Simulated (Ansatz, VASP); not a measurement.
# Hf (Hafnium) in two plane-wave programs

Wanted: the spread between two codes on one cell, functional and k mesh. The cell is taken from a series of runs on this material, whose earlier steps may have relaxed, scaled, displaced or heated it; both programs get it as it stands.

Calculated with Ansatz 0.2.0; plane waves, with VASP 6.6.1 beside it; zone-centre phonons at PBEsol.

## 1. Set-up

Symmetry: P6_3/mmc, No. 194, hexagonal system. The conventional cell has a = 3.178 Å, b = 3.178 Å, c = 4.895 Å, α = 90.00°, β = 90.00°, γ = 120.00°. Hf has 12 Hf at 3.06 to 3.18 Å nearest.

Structure file:

```cif
data_structure
_symmetry_space_group_name_H-M 'P 1'
_symmetry_Int_Tables_number 1
_cell_length_a 3.1784
_cell_length_b 3.1784
_cell_length_c 4.8955
_cell_angle_alpha 90.000
_cell_angle_beta 90.000
_cell_angle_gamma 120.000
_cell_volume 42.83
loop_
_atom_site_label
_atom_site_type_symbol
_atom_site_fract_x
_atom_site_fract_y
_atom_site_fract_z
_atom_site_occupancy
Hf1 Hf 0.33333 0.66667 0.25000 1
Hf2 Hf 0.66667 0.33333 0.75000 1
```

## 2. VASP: zone-centre phonons, PBEsol

Second derivatives magnify differences that forces hide, and they need a tight electronic threshold.

Lines of VASP's logs that name or quote its potential files are left out, and so is its time.

Contents of INCAR:

```
SYSTEM = Hf
PREC = Accurate
ENCUT = 500
EDIFF = 1E-08
NELM = 120
ISMEAR = 1
SIGMA = 0.2
LREAL = .FALSE.
ALGO = Normal
GGA = PS
NBANDS = 16
LASPH = .TRUE.
LORBIT = 11
LWAVE = .FALSE.
LCHARG = .FALSE.
ISIF = 2
IBRION = 8
GGA_COMPAT = .FALSE.
KPAR = 2
```

Contents of POSCAR:

```
Hf
1.0
    3.1784377277      0.0000000000      0.0000000000
   -1.5892188639      2.7526078166      0.0000000000
    0.0000000000      0.0000000000      4.8954722895
Hf
2
Direct
    0.3333333327      0.6666666673      0.2500000000
    0.6666666673      0.3333333327      0.7500000000
```

Contents of KPOINTS:

```
Automatic mesh
0
Gamma
15 15 8
0 0 0
```

PAW data sets: Hf_pv (PBE family, release 64).

Run with:

```console
mpirun -np 2 vasp_std
```

Numbers of over 12 decimals in the logs are rounded to 6 here.

The program printed:

```text
[banner, memory and clock lines left out]
running    2 mpi-ranks, on    1 nodes
 distrk:  each k-point on    1 cores,    2 groups
 distr:  one band on    1 cores,    1 groups

 POSCAR found type information on POSCAR Hf
 POSCAR found :  1 types and       2 ions
|                                                                             |
|               ----> ADVICE to this user running VASP <----                  |
|                                                                             |
|     You enforced a specific xc type in the INCAR file but a different       |
|     [... a line on the potential file left out ...]
|     I HOPE YOU KNOW WHAT YOU ARE DOING!                                     |
|                                                                             |

 LDA part: xc-table for (Slater+PW92), standard interpolation
 POSCAR, INCAR and KPOINTS ok, starting setup
 FFT: planning ... GRIDC
 FFT: planning ... GRID_SOFT
 FFT: planning ... GRID
 WAVECAR not read
 entering main loop
       N       E                     dE             d eps       ncg     rms          rms(c)
DAV:   1     0.454469015877E+02    0.45447E+02   -0.11364E+04  4368   0.116E+03
DAV:   2    -0.201971905057E+02   -0.65644E+02   -0.64249E+02  5720   0.248E+02
DAV:   3    -0.217347960239E+02   -0.15376E+01   -0.15252E+01  5736   0.263E+01
DAV:   4    -0.217462136863E+02   -0.11418E-01   -0.11417E-01  5272   0.278E+00
DAV:   5    -0.217463543273E+02   -0.14064E-03   -0.14063E-03  5736   0.254E-01    0.674E+01
DAV:   6    -0.212010845948E+02    0.54527E+00   -0.48885E-01  5136   0.467E+00    0.400E+01
DAV:   7    -0.210075938366E+02    0.19349E+00   -0.81572E-01  5296   0.580E+00    0.191E+00
DAV:   8    -0.209973751079E+02    0.10219E-01   -0.52291E-02  4912   0.158E+00    0.313E-01
DAV:   9    -0.209974784113E+02   -0.10330E-03   -0.11233E-03  5928   0.245E-01    0.193E-01
DAV:  10    -0.209974686383E+02    0.97730E-05   -0.48123E-05  5096   0.497E-02    0.200E-01
DAV:  11    -0.209974697775E+02   -0.11392E-05   -0.47739E-06  5848   0.156E-02    0.109E-02
DAV:  12    -0.209974698606E+02   -0.83127E-07   -0.43737E-07  5072   0.449E-03    0.484E-03
DAV:  13    -0.209974698102E+02    0.50426E-07   -0.24015E-08  4712   0.117E-03    0.128E-03
DAV:  14    -0.209974697940E+02    0.16208E-07   -0.12721E-09  3056   0.310E-04    0.252E-04
DAV:  15    -0.209974697913E+02    0.27051E-08   -0.20742E-10  2928   0.116E-04
   1 F= -.20997470E+02 E0= -.20999342E+02  d E =0.561574E-02
 Linear response reoptimize wavefunctions to high precision
DAV:   1    -0.209974697906E+02    0.70941E-09   -0.40474E-11  2960   0.524E-05
DAV:   2    -0.209974697905E+02    0.25466E-10   -0.94226E-12  2816   0.237E-05
 Linear response DOF=           2
 Linear response progress:
  Degree of freedom:   1/  2
       N       E                     dE             d eps       ncg     rms          rms(c)
RMM:   1    -0.201857689094E+00   -0.20186E+00    0.46032E+00 18620   0.120E+01
RMM:   2    -0.207272028682E+00   -0.54143E-02   -0.38699E-02 27701   0.123E+00    0.576E-01
RMM:   3    -0.206436023602E+00    0.83601E-03   -0.44351E-03 34489   0.267E-01    0.123E-01
RMM:   4    -0.206064439476E+00    0.37158E-03   -0.50701E-04 41175   0.925E-02    0.188E-01
RMM:   5    -0.205634083336E+00    0.43036E-03   -0.55583E-05 37886   0.417E-02    0.180E-02
RMM:   6    -0.205546640542E+00    0.87443E-04   -0.59433E-05 42782   0.152E-02    0.323E-02
RMM:   7    -0.205550906325E+00   -0.42658E-05   -0.44194E-05 38290   0.705E-03    0.425E-02
RMM:   8    -0.205541206695E+00    0.96996E-05   -0.84977E-06 39325   0.312E-03    0.862E-03
RMM:   9    -0.205540588736E+00    0.61796E-06   -0.11949E-05 42255   0.923E-04    0.292E-03
RMM:  10    -0.205541010758E+00   -0.42202E-06   -0.58532E-06 41332   0.290E-04    0.341E-04
RMM:  11    -0.205541212358E+00   -0.20160E-06   -0.32903E-06 41010   0.158E-04    0.606E-04
RMM:  12    -0.205541218263E+00   -0.59052E-08   -0.16886E-06 41261   0.830E-05    0.218E-05
RMM:  13    -0.205541265352E+00   -0.47089E-07   -0.87898E-07 40868   0.545E-05    0.865E-05
RMM:  14    -0.205541281142E+00   -0.15791E-07   -0.43990E-07 39202   0.413E-05    0.182E-05
RMM:  15    -0.205541287623E+00   -0.64801E-08   -0.22474E-07 35034   0.357E-05    0.156E-05
RMM:  16    -0.205541294556E+00   -0.69334E-08   -0.11448E-07 32930   0.330E-05    0.591E-06
RMM:  17    -0.205541295435E+00   -0.87958E-09   -0.54286E-08 26980   0.311E-05    0.558E-07
 first order change of Fermi-energy  -0.20933E-05
 force on displaced ion       1 direction 1 :  -2.265  -0.000   0.000
 Linear response progress:
  Degree of freedom:   2/  2
       N       E                     dE             d eps       ncg     rms          rms(c)
RMM:   1    -0.240761546850E+00   -0.24076E+00    0.49260E+00  6436   0.124E+01
RMM:   2    -0.251030685992E+00   -0.10269E-01   -0.44656E-02  9564   0.126E+00    0.730E-01
RMM:   3    -0.250222355668E+00    0.80833E-03   -0.37665E-03 11190   0.288E-01    0.226E-01
RMM:   4    -0.249966214624E+00    0.25614E-03   -0.15265E-04 13305   0.101E-01    0.202E-01
RMM:   5    -0.249661511292E+00    0.30470E-03    0.99357E-05 12893   0.477E-02    0.433E-02
RMM:   6    -0.249593811245E+00    0.67700E-04   -0.16248E-05 11628   0.192E-02    0.369E-02
RMM:   7    -0.249616881386E+00   -0.23070E-04   -0.76943E-06 12849   0.694E-03    0.103E-02
RMM:   8    -0.249615701667E+00    0.11797E-05    0.11516E-05 13537   0.289E-03    0.243E-03
RMM:   9    -0.249604709581E+00    0.10992E-04    0.73603E-06 13236   0.144E-03    0.103E-03
RMM:  10    -0.249603779665E+00    0.92992E-06    0.60370E-06 13351   0.504E-04    0.396E-04
RMM:  11    -0.249603525891E+00    0.25377E-06    0.64456E-06 13200   0.224E-04    0.626E-05
RMM:  12    -0.249603750027E+00   -0.22414E-06    0.29226E-06 13910   0.980E-05    0.607E-05
RMM:  13    -0.249603991764E+00   -0.24174E-06   -0.13356E-07 13611   0.615E-05    0.193E-05
RMM:  14    -0.249604073154E+00   -0.81390E-07   -0.11101E-06 13772   0.459E-05    0.289E-06
[...]
RMM:  47    -0.249603950713E+00   -0.10722E-07   -0.67799E-08  4462   0.325E-05    0.147E-07
RMM:  48    -0.249603938836E+00    0.11877E-07    0.54364E-08  4445   0.325E-05    0.210E-07
RMM:  49    -0.249603949357E+00   -0.10520E-07   -0.55326E-08  4406   0.325E-05    0.135E-07
RMM:  50    -0.249603937743E+00    0.11614E-07    0.63517E-08  4364   0.325E-05    0.199E-07
RMM:  51    -0.249603948029E+00   -0.10286E-07   -0.42957E-08  4329   0.325E-05    0.120E-07
RMM:  52    -0.249603937038E+00    0.10991E-07    0.70617E-08  4304   0.325E-05    0.147E-07
RMM:  53    -0.249603947181E+00   -0.10143E-07   -0.33561E-08  4326   0.325E-05    0.145E-07
RMM:  54    -0.249603936227E+00    0.10954E-07    0.76975E-08  4271   0.325E-05    0.134E-07
 first order change of Fermi-energy  -0.14007E-03
 force on displaced ion       1 direction 3 :  -0.000   0.000  -5.060
 Linear response finished
```

Parts of OUTCAR (step 2):

```text
ion  position               nearest neighbor table
   1  0.333  0.667  0.250-   2 3.06   2 3.06   2 3.06   2 3.06   2 3.06   2 3.06
   2  0.667  0.333  0.750-   1 3.06   1 3.06   1 3.06   1 3.06   1 3.06   1 3.06

  LATTYP: Found a hexagonal cell.
 ALAT       =     3.1784377277
 C/A-ratio  =     1.5402133718

 Subroutine GETGRP returns: Found 24 space group operations
 (whereof 12 operations were pure point group operations)

The static configuration has the point symmetry D_3d.
 The point group associated with its full space group is D_6h.

 Found    135 irreducible k-points:

   k-points           NKPTS =    135   k-points in BZ     NKDIM =    135   number of bands    NBANDS=     16

   dimension x,y,z NGX =    24 NGY =   24 NGZ =   36
   dimension x,y,z NGXF=    48 NGYF=   48 NGZF=   72

   ENCUT  =  500.0 eV  36.75 Ry    6.06 a.u.   5.80  5.80  8.93*2*pi/ulx,y,z

   NELECT =      20.0000    total number of electrons

 k-points in reciprocal lattice and weights: Automatic mesh
   0.00000000  0.00000000  0.00000000       0.001
   0.06666667  0.00000000  0.00000000       0.003
   0.13333333 -0.00000000  0.00000000       0.003
   0.20000000  0.00000000  0.00000000       0.003
   0.26666667 -0.00000000  0.00000000       0.003
   0.33333333  0.00000000  0.00000000       0.003
   0.40000000  0.00000000  0.00000000       0.003
   0.46666667  0.00000000  0.00000000       0.003
   0.06666667  0.06666667  0.00000000       0.003
[...]
0.33333333  0.26666667  0.50000000       0.007
   0.33333333  0.33333333  0.50000000       0.001

 average (electrostatic) potential at core
       1 -36.7369       2 -36.7369

  Total       -0.0951282     -0.0951282      0.8027821      0.0000000     -0.0000000      0.0000000
  in kB       -3.5585023     -3.5585023     30.0300189      0.0000000     -0.0000000      0.0000000
  external PRESSURE =       7.6376714 kB  Pullay stress =       0.0000000 kB

  energy-cutoff  :      500.00
  volume of cell :       42.83
      direct lattice vectors                 reciprocal lattice vectors
     3.178437728  0.000000000  0.000000000     0.314619975  0.181645928  0.000000000
    -1.589218864  2.752607817  0.000000000     0.000000000  0.363291855  0.000000000
     0.000000000  0.000000000  4.895472289     0.000000000  0.000000000  0.204270383

 POSITION                                       TOTAL-FORCE (eV/Angst)
 -----------------------------------------------------------------------------------
     -0.00000      1.83507      1.22387        -0.000000      0.000000      0.000000
      1.58922      0.91754      3.67160         0.000000      0.000000      0.000000
 -----------------------------------------------------------------------------------
    total drift:                               -0.000001      0.000000     -0.000000

 Eigenvectors and eigenvalues of the dynamical matrix
 ----------------------------------------------------

   1 f  =    3.722596 THz    23.389761 2PiTHz  124.172440 cm-1    15.395413 meV
             X         Y         Z           dx          dy          dz
     -0.000000  1.835072  1.223868    -0.000000   -0.000000   -0.707107
      1.589219  0.917536  3.671604     0.000000    0.000000    0.707107

   2 f  =    2.490643 THz    15.649171 2PiTHz   83.078907 cm-1    10.300467 meV
             X         Y         Z           dx          dy          dz
     -0.000000  1.835072  1.223868    -0.227906    0.669372   -0.000000
      1.589219  0.917536  3.671604     0.227906   -0.669372    0.000000

   3 f  =    2.490643 THz    15.649171 2PiTHz   83.078907 cm-1    10.300467 meV
             X         Y         Z           dx          dy          dz
     -0.000000  1.835072  1.223868    -0.669372   -0.227906    0.000000
      1.589219  0.917536  3.671604     0.669372    0.227906    0.000000

   4 f  =    0.000000 THz     0.000000 2PiTHz    0.000001 cm-1     0.000000 meV
             X         Y         Z           dx          dy          dz
     -0.000000  1.835072  1.223868     0.301587   -0.639566    0.000000
      1.589219  0.917536  3.671604     0.301587   -0.639566    0.000000

   5 f  =    0.000000 THz     0.000000 2PiTHz    0.000001 cm-1     0.000000 meV
             X         Y         Z           dx          dy          dz
     -0.000000  1.835072  1.223868    -0.000000   -0.000000   -0.707107
      1.589219  0.917536  3.671604     0.000000    0.000000   -0.707107

   6 f/i=    0.000000 THz     0.000000 2PiTHz    0.000001 cm-1     0.000000 meV
             X         Y         Z           dx          dy          dz
     -0.000000  1.835072  1.223868     0.639566    0.301587   -0.000000
      1.589219  0.917536  3.671604     0.639566    0.301587    0.000000

 ELASTIC MODULI CONTR FROM IONIC RELAXATION (kBar)
 Direction    XX          YY          ZZ          XY          YZ          ZX
 --------------------------------------------------------------------------------
 XX        -156.7637    156.7637     -0.0000      0.0000      0.0000      0.0000
 YY         156.7637   -156.7637     -0.0000      0.0000      0.0000     -0.0000
 ZZ          -0.0000     -0.0000     -0.0000      0.0000      0.0000      0.0000
 XY           0.0000      0.0000      0.0000   -156.7637      0.0000     -0.0000
 YZ           0.0000      0.0000      0.0000      0.0000      0.0000      0.0000
 ZX           0.0000     -0.0000      0.0000     -0.0000      0.0000     -0.0000
 --------------------------------------------------------------------------------
```

Energies printed during the response cycles are not total energies of the cell. Harder data sets than Hf_pv exist (the GW ones), and pressures, volumes and forces can shift noticeably with them.

(Continued in part 2 of 2.)

[Lines on the potential files, build, host, timing and source positions are cut from VASP's logs without a mark.]

[Logs are printed without paths, hosts, clocks, repeated set-up lines and the standing remarks that a program may print on its own settings, such as how far it seeks lower states.]

[Hosts, paths, dates, database ids (printed as entryN), source tags and the programs' standing remarks are cut or masked in the printed files.]
